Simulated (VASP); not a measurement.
# TaN: cell size and functional, part 2 of 2

How much does the relaxed cell of TaN depend on the functional? The starting structure is a computed structure from the Materials Project. The first relaxation on each setting starts from this cell expanded by 3 % in volume.

VASP 6.6.1.

Results so far: PBEsol 10.50 Å³ an atom; LDA 10.33 Å³ an atom; PBE 10.80 Å³ an atom; PBEsol + D3(BJ) 10.29 Å³ an atom.

## (6) Relaxation with r2SCAN

Level of this step: r2SCAN; plane waves and PAW (Ta_pv, N) (VASP).

r2SCAN adds the kinetic-energy density, costs more than a GGA and is run with LASPH. This run starts from the cell of an earlier relaxation, which isn't shown; the restart sets up the plane waves anew.

Input file INCAR:

```
SYSTEM = TaN
PREC = Accurate
ENCUT = 520
EDIFF = 1E-06
NELM = 100
ISMEAR = 1
SIGMA = 0.15
LREAL = .FALSE.
ALGO = Normal
METAGGA = R2SCAN
LASPH = .TRUE.
NBANDS = 14
LORBIT = 11
LWAVE = .FALSE.
LCHARG = .FALSE.
KPAR = 8
IBRION = 2
NSW = 50
ISIF = 3
EDIFFG = -0.006
```

Input file POSCAR:

```
TaN
1.0
    0.0000000000      2.2021550350      2.2021550350
    2.2021550350      0.0000000000      2.2021550350
    2.2021550350      2.2021550350      0.0000000000
Ta N
1 1
Direct
    0.5000000000      0.5000000000      0.5000000000
    0.0000000000      0.0000000000      0.0000000000
```

Input file KPOINTS:

```
Automatic mesh
0
Gamma
18 18 18
0 0 0
```

PAW data sets: Ta_pv and N (PBE family, release 64).

The run is started by

```sh
> mpirun -np 8 vasp_std
```

Log:

```text
[banner, memory and clock lines left out]
running    8 mpi-ranks, on    1 nodes
[...]
[... a notice as in an earlier step ...]

 [... a notice as in an earlier step ...]

 LDA part: xc-table for (None), standard interpolation
 POSCAR, INCAR and KPOINTS ok, starting setup
[...]
entering main loop
       N       E                     dE             d eps       ncg     rms          rms(c)
DAV:   1     0.501104073936E+02    0.50110E+02   -0.92058E+03  5468   0.124E+03
DAV:   2    -0.640626302294E+02   -0.11417E+03   -0.10789E+03  6720   0.322E+02
DAV:   3    -0.671654440684E+02   -0.31028E+01   -0.30706E+01  6132   0.496E+01
DAV:   4    -0.671829181397E+02   -0.17474E-01   -0.17458E-01  6976   0.381E+00
[...]
DAV:  11    -0.596267359370E+02   -0.21789E-05   -0.75250E-05  6822   0.932E-02    0.282E-02
DAV:  12    -0.596267352190E+02    0.71803E-06   -0.12058E-05  6060   0.333E-02    0.437E-03
DAV:  13    -0.596267349234E+02    0.29560E-06   -0.85586E-07  4612   0.899E-03
   1 F= -.59626735E+02 E0= -.59626538E+02  d E =-.596267E+02
[...]
reached required accuracy - stopping structural energy minimisation
```

Wall time 31 s (8 MPI ranks of Intel Xeon Platinum 8488C (Sapphire Rapids), shared host); peak memory 1.5 GiB; 4 min of CPU time.

OUTCAR, selected parts (step 6):

```text
  Total       -0.0079018     -0.0079018     -0.0079018      0.0000000     -0.0000000     -0.0000000
  in kB       -0.5927401     -0.5927401     -0.5927401      0.0000000     -0.0000000     -0.0000000
  external PRESSURE =      -0.5927401 kB  Pullay stress =       0.0000000 kB

 POSITION                                       TOTAL-FORCE (eV/Angst)
 -----------------------------------------------------------------------------------
      2.20216      2.20216      2.20216        -0.000000      0.000000     -0.000000
      0.00000      0.00000      0.00000         0.000000     -0.000000      0.000000
 -----------------------------------------------------------------------------------
    total drift:                                0.000000     -0.000000     -0.000000

  FREE ENERGIE OF THE ION-ELECTRON SYSTEM (eV)
  ---------------------------------------------------
  free  energy   TOTEN  =       -59.6267349234 eV

  energy  without entropy=      -59.6261434185  energy(sigma->0) =      -59.62653776

[... 2 parts as in an earlier step ...]

[... 2 further parts left out ...]
[key lines of the parts left out:]
E-fermi :   9.5801
```

With r2SCAN the relaxed cell holds 10.679 Å³ an atom, -1.24 % against the starting cell, with a = 4.404 Å. That is +1.71 % from PBEsol. Pressures at 0.985 and 1.015 times this volume, from two more relaxations that aren't shown, give a bulk modulus of 350.5 GPa.

## (7) Relaxation with r2SCAN + rVV10

rVV10 adds a nonlocal correlation energy for dispersion. This run starts from the cell of an earlier relaxation, which isn't shown; the restart sets up the plane waves anew.

Changes to INCAR since step 6:

```diff
@@ -10,2 +10,6 @@
 METAGGA = R2SCAN
+LUSE_VDW = .TRUE.
+IVDW_NL = 2
+BPARAM = 11.95
+CPARAM = 0.0093
 LASPH = .TRUE.
```

Input file POSCAR:

```
TaN
1.0
    0.0000000000      2.1990151009      2.1990151009
    2.1990151009      0.0000000000      2.1990151009
    2.1990151009      2.1990151009      0.0000000000
Ta N
1 1
Direct
    0.5000000000      0.5000000000      0.5000000000
    0.0000000000      0.0000000000      0.0000000000
```

KPOINTS is that of step 6.

The run is started by

```sh
> mpirun -np 8 vasp_std
```

Log:

```text
[banner, memory and clock lines left out]
running    8 mpi-ranks, on    1 nodes
[...]
[... a notice as in an earlier step ...]

|                                                                             |
|               ----> ADVICE to this user running VASP <----                  |
|                                                                             |
|     You have switched on vdW-DFT.                                           |
|     This routine was written and supplied by Jiri Klimes. We recommend      |
|     that you carefully read and cite the following publications:            |
|       J. Klimes, D.R. Bowler, A. Michelides                                 |
|          J. Phys.: Cond Matt. 22 022201 (2010)                              |
|       J. Klimes, D.R. Bowler, A. Michelides                                 |
|          Phys. Rev. B. 83, 195131 (2011)                                    |
|     and references therein.                                                 |
[...]
Total rVV10 correction in eV:      0.2236562    17.3962332
Total rVV10 correction in eV:      0.2236562    17.3962332
Total rVV10 correction in eV:      0.2236562    17.3962332
DAV:  13    -0.594023445131E+02    0.33028E-06   -0.72957E-07  4374   0.835E-03
Total rVV10 correction in eV:      0.2236467    17.3962332
Total rVV10 correction in eV:      0.2236467    17.3962332
Total rVV10 correction in eV:      0.2236467    17.3962332
Total rVV10 correction in eV:      0.2236467    17.3962332
Total rVV10 correction in eV:      0.2236467    17.3962332
Total rVV10 correction in eV:      0.2236467    17.3962332
Total rVV10 correction in eV:      0.2236467    17.3962332
Total rVV10 correction in eV:      0.2236467    17.3962332
Total rVV10 correction in eV:      0.2236541    17.3962332
Total rVV10 correction in eV:      0.2236541    17.3962332
Total rVV10 correction in eV:      0.2236541    17.3962332
Total rVV10 correction in eV:      0.2236541    17.3962332
Total rVV10 correction in eV:      0.2236541    17.3962332
Total rVV10 correction in eV:      0.2236541    17.3962332
Total rVV10 correction in eV:      0.2236541    17.3962332
Total rVV10 correction in eV:      0.2236541    17.3962332
   1 F= -.59402345E+02 E0= -.59402144E+02  d E =-.594023E+02
[...]
reached required accuracy - stopping structural energy minimisation
```

Elapsed: 53 s, on 8 MPI ranks; peak memory 2.1 GiB.

OUTCAR, selected parts (step 7):

```text
  Total       -0.0080824     -0.0080824     -0.0080824      0.0000000      0.0000000     -0.0000000
  in kB       -0.6088836     -0.6088836     -0.6088836      0.0000000      0.0000000     -0.0000000
  external PRESSURE =      -0.6088836 kB  Pullay stress =       0.0000000 kB

 POSITION                                       TOTAL-FORCE (eV/Angst)
 -----------------------------------------------------------------------------------
      2.19902      2.19902      2.19902         0.000000      0.000000      0.000000
      0.00000      0.00000      0.00000        -0.000000     -0.000000     -0.000000
 -----------------------------------------------------------------------------------
    total drift:                                0.000000     -0.000000     -0.000000

  FREE ENERGIE OF THE ION-ELECTRON SYSTEM (eV)
  ---------------------------------------------------
  free  energy   TOTEN  =       -59.4023445131 eV

  energy  without entropy=      -59.4017416761  energy(sigma->0) =      -59.40214357

[... 2 parts as in an earlier step ...]

[... 2 further parts left out ...]
[key lines of the parts left out:]
E-fermi :   9.6188
```

With r2SCAN + rVV10 the relaxed cell holds 10.634 Å³ an atom, -1.66 % against the starting cell, with a = 4.398 Å. That is +1.27 % from PBEsol. Pressures at 0.985 and 1.015 times this volume, from two more relaxations that aren't shown, give a bulk modulus of 356.0 GPa.

## (8) Relaxation with rev-vdW-DF2

rev-vdW-DF2 revises the exchange of vdW-DF2 for solids. This run starts from the cell of an earlier relaxation, which isn't shown; the restart sets up the plane waves anew.

Changes to INCAR since step 7:

```diff
@@ -9,7 +9,8 @@
 ALGO = Normal
-METAGGA = R2SCAN
+GGA = MK
+AGGAC = 0
 LUSE_VDW = .TRUE.
-IVDW_NL = 2
-BPARAM = 11.95
-CPARAM = 0.0093
+PARAM1 = 0.1234
+PARAM2 = 0.711357
+ZAB_VDW = -1.8867
 LASPH = .TRUE.
```

Input file POSCAR:

```
TaN
1.0
    0.0000000000      2.2025705266      2.2025705266
    2.2025705266      0.0000000000      2.2025705266
    2.2025705266      2.2025705266      0.0000000000
Ta N
1 1
Direct
    0.5000000000      0.5000000000      0.5000000000
    0.0000000000      0.0000000000      0.0000000000
```

KPOINTS is that of step 7.

The run is started by

```sh
> mpirun -np 8 vasp_std
```

Log:

```text
[banner, memory and clock lines left out]
running    8 mpi-ranks, on    1 nodes
[...]
[... a notice as in an earlier step ...]

 [... a notice as in an earlier step ...]

 [... a notice as in an earlier step ...]

 LDA part: xc-table for (Slater+PW92), standard interpolation
 POSCAR, INCAR and KPOINTS ok, starting setup
[...]
entering main loop
       N       E                     dE             d eps       ncg     rms          rms(c)
DAV:   1     0.949981310331E+02    0.94998E+02   -0.89669E+03  5476   0.121E+03
DAV:   2    -0.186156042402E+02   -0.11361E+03   -0.10695E+03  6714   0.319E+02
DAV:   3    -0.217188484379E+02   -0.31032E+01   -0.30722E+01  6224   0.489E+01
DAV:   4    -0.217362758805E+02   -0.17427E-01   -0.17381E-01  6402   0.370E+00
[...]
DAV:  10    -0.186747069867E+02    0.46660E-04   -0.46977E-04  7332   0.277E-01    0.104E-01
DAV:  11    -0.186746837143E+02    0.23272E-04   -0.47222E-05  6116   0.667E-02    0.215E-02
DAV:  12    -0.186746840999E+02   -0.38560E-06   -0.40440E-06  7002   0.210E-02
   1 F= -.18674684E+02 E0= -.18674473E+02  d E =-.186747E+02
[...]
reached required accuracy - stopping structural energy minimisation
```

Wall time 34 s (8 MPI ranks); peak memory 2.5 GiB.

Parts of OUTCAR (step 8):

```text
  Total       -0.0061951     -0.0061951     -0.0061951     -0.0000000      0.0000000      0.0000000
  in kB       -0.4644525     -0.4644525     -0.4644525     -0.0000000      0.0000000      0.0000000
  external PRESSURE =      -0.4644525 kB  Pullay stress =       0.0000000 kB

 POSITION                                       TOTAL-FORCE (eV/Angst)
 -----------------------------------------------------------------------------------
      2.20257      2.20257      2.20257         0.000000      0.000000      0.000000
      0.00000      0.00000      0.00000        -0.000000     -0.000000     -0.000000
 -----------------------------------------------------------------------------------
    total drift:                                0.000000     -0.000000     -0.000000

  FREE ENERGIE OF THE ION-ELECTRON SYSTEM (eV)
  ---------------------------------------------------
  free  energy   TOTEN  =       -18.6746840999 eV

  energy  without entropy=      -18.6740522724  energy(sigma->0) =      -18.67447349

[... 2 parts as in an earlier step ...]

[... 2 further parts left out ...]
[key lines of the parts left out:]
E-fermi :   9.3862
```

With rev-vdW-DF2 the relaxed cell holds 10.685 Å³ an atom, -1.18 % against the starting cell, with a = 4.405 Å. That is +1.77 % from PBEsol. Pressures at 0.985 and 1.015 times this volume, from two more relaxations that aren't shown, give a bulk modulus of 342.4 GPa.

## (9) Relaxation with SCAN

SCAN adds the kinetic-energy density; it is numerically more delicate than r2SCAN. This run starts from the cell of an earlier relaxation, which isn't shown; the restart sets up the plane waves anew.

Changes to INCAR since step 8:

```diff
@@ -9,8 +9,3 @@
 ALGO = Normal
-GGA = MK
-AGGAC = 0
-LUSE_VDW = .TRUE.
-PARAM1 = 0.1234
-PARAM2 = 0.711357
-ZAB_VDW = -1.8867
+METAGGA = SCAN
 LASPH = .TRUE.
```

Input file POSCAR:

```
TaN
1.0
    0.0000000000      2.1926469512      2.1926469512
    2.1926469512      0.0000000000      2.1926469512
    2.1926469512      2.1926469512      0.0000000000
Ta N
1 1
Direct
    0.5000000000      0.5000000000      0.5000000000
    0.0000000000      0.0000000000      0.0000000000
```

KPOINTS is that of step 8.

The run is started by

```sh
> mpirun -np 8 vasp_std
```

Log:

```text
[... set-up lines as in an earlier step ...]
 entering main loop
       N       E                     dE             d eps       ncg     rms          rms(c)
DAV:   1     0.289510194140E+02    0.28951E+02   -0.91409E+03  5476   0.124E+03
DAV:   2    -0.828769585320E+02   -0.11183E+03   -0.10558E+03  6648   0.321E+02
DAV:   3    -0.859170301247E+02   -0.30401E+01   -0.30018E+01  6258   0.493E+01
DAV:   4    -0.859331096610E+02   -0.16080E-01   -0.16071E-01  6410   0.373E+00
[...]
DAV:  13    -0.776987597909E+02    0.11756E-04   -0.32658E-06  6774   0.192E-02    0.261E-03
DAV:  14    -0.776987583509E+02    0.14400E-05   -0.72514E-07  2766   0.724E-03    0.107E-03
DAV:  15    -0.776987584051E+02   -0.54234E-07   -0.54677E-08  2760   0.281E-03
   1 F= -.77698758E+02 E0= -.77698566E+02  d E =-.776988E+02
[...]
N       E                     dE             d eps       ncg     rms          rms(c)
DAV:   1    -0.776988617080E+02   -0.10336E-03   -0.40377E-03  6402   0.744E-01    0.126E-01
[...]
DAV:   4    -0.776987297542E+02   -0.13288E-05   -0.91926E-07  4014   0.113E-02    0.561E-03
DAV:   5    -0.776987328593E+02   -0.31050E-05   -0.44709E-07  5532   0.656E-03    0.160E-03
DAV:   6    -0.776987338292E+02   -0.96993E-06   -0.56945E-08  2748   0.341E-03
   2 F= -.77698734E+02 E0= -.77698541E+02  d E =0.245759E-04
 trial-energy change:    0.000025  1 .order    0.000018   -0.000024    0.000060
 step:   0.2092(harm=  0.2886)  dis= 0.00000  next Energy=   -77.698761 (dE=-0.249E-05)
[...]
N       E                     dE             d eps       ncg     rms          rms(c)
DAV:   1    -0.776988307348E+02   -0.97876E-04   -0.25254E-03  6498   0.589E-01    0.997E-02
DAV:   2    -0.776987783558E+02    0.52379E-04   -0.84537E-05  6570   0.992E-02    0.407E-02
DAV:   3    -0.776987642956E+02    0.14060E-04   -0.39705E-05  7014   0.699E-02    0.691E-03
DAV:   4    -0.776987629908E+02    0.13048E-05   -0.57321E-07  3468   0.894E-03    0.440E-03
DAV:   5    -0.776987607612E+02    0.22295E-05   -0.27949E-07  4914   0.517E-03    0.126E-03
DAV:   6    -0.776987599917E+02    0.76956E-06   -0.35410E-08  2892   0.269E-03
   3 F= -.77698760E+02 E0= -.77698568E+02  d E =-.158659E-05
[...]
reached required accuracy - stopping structural energy minimisation
```

It took 62 s on 8 MPI ranks; peak memory 1.6 GiB; 8.1 min of CPU time.

Parts of OUTCAR (step 9):

```text
  Total       -0.0049879     -0.0049879     -0.0049879      0.0000000     -0.0000000      0.0000000
  in kB       -0.3791536     -0.3791536     -0.3791536      0.0000000     -0.0000000      0.0000000
  external PRESSURE =      -0.3791536 kB  Pullay stress =       0.0000000 kB

 POSITION                                       TOTAL-FORCE (eV/Angst)
 -----------------------------------------------------------------------------------
      2.19244      2.19244      2.19244         0.000000      0.000000      0.000000
      0.00000      0.00000      0.00000        -0.000000     -0.000000     -0.000000
 -----------------------------------------------------------------------------------
    total drift:                                0.000000     -0.000000     -0.000000

  FREE ENERGIE OF THE ION-ELECTRON SYSTEM (eV)
  ---------------------------------------------------
  free  energy   TOTEN  =       -77.6987599917 eV

  energy  without entropy=      -77.6981825881  energy(sigma->0) =      -77.69856752

[... 2 parts as in an earlier step ...]

[... 2 further parts left out ...]
[key lines of the parts left out:]
E-fermi :   9.5878
```

With SCAN the relaxed cell holds 10.539 Å³ an atom, -2.54 % against the starting cell, with a = 4.385 Å. That is +0.37 % from PBEsol. Pressures at 0.985 and 1.015 times this volume, from two more relaxations that aren't shown, give a bulk modulus of 361.1 GPa.

## (10) All runs side by side

| level | volume (Å³/atom) | against the starting cell (%) | a (Å) | bulk modulus (GPa) | pressure left (GPa) | core minutes |
| --- | --- | --- | --- | --- | --- | --- |
| PBEsol | 10.5 | -2.9 | 4.3795 | 358.2 | -0.01 | 6.29 |
| LDA | 10.332 | -4.45 | 4.3561 | 375.7 | -0.02 | 5.81 |
| PBE | 10.797 | -0.15 | 4.4204 | 330.7 | -0.03 | 4.85 |
| PBEsol + D3(BJ) | 10.29 | -4.84 | 4.3501 | 376.6 | 0.01 | 6.75 |
| r2SCAN | 10.679 | -1.24 | 4.4043 | 350.5 | -0.06 | 20.9 |
| r2SCAN + rVV10 | 10.634 | -1.66 | 4.398 | 356.0 | -0.06 | 42.1 |
| rev-vdW-DF2 | 10.685 | -1.18 | 4.4051 | 342.4 | -0.05 | 20.0 |
| SCAN | 10.539 | -2.54 | 4.3849 | 361.1 | -0.04 | 30.3 |

Core minutes are wall time times ranks, summed over the relaxations behind a row (those for a bulk modulus apart), on shared hosts.

## (11) Summary of results

```yaml
volume_pbesol: 10.50 Å³/atom
volume_lda: 10.33 Å³/atom
volume_pbe: 10.80 Å³/atom
volume_pbesol_d3_bj: 10.29 Å³/atom
volume_r2scan: 10.68 Å³/atom
volume_r2scan_rvv10: 10.63 Å³/atom
volume_rev_vdw_df2: 10.69 Å³/atom
volume_scan: 10.54 Å³/atom
```

In words: Across 8 levels the volume of TaN spans 4.9 %, from 10.29 Å³ an atom (PBEsol + D3(BJ)) to 10.80 Å³ (PBE). Adding D3(BJ) to PBEsol changes the volume by -2.0 %. Adding rVV10 to r2SCAN changes the volume by -0.4 %. The bulk modulus goes from 330.7 GPa (PBE) to 376.6 GPa (PBEsol + D3(BJ)). Spin-orbit coupling is left out of all runs, which can matter with elements this heavy. All runs keep the symmetry of the start, so they can't find a distortion of lower symmetry. Further runs on this material are not shown.

[Lines on the potential files, build, host, timing and source positions are cut from VASP's logs without a mark.]

[Logs are printed without paths, hosts, clocks, repeated set-up lines and the standing remarks that a program may print on its own settings, such as how far it seeks lower states.]

[Hosts, paths, dates, database ids (printed as entryN), source tags and the programs' standing remarks are cut or masked in the printed files.]
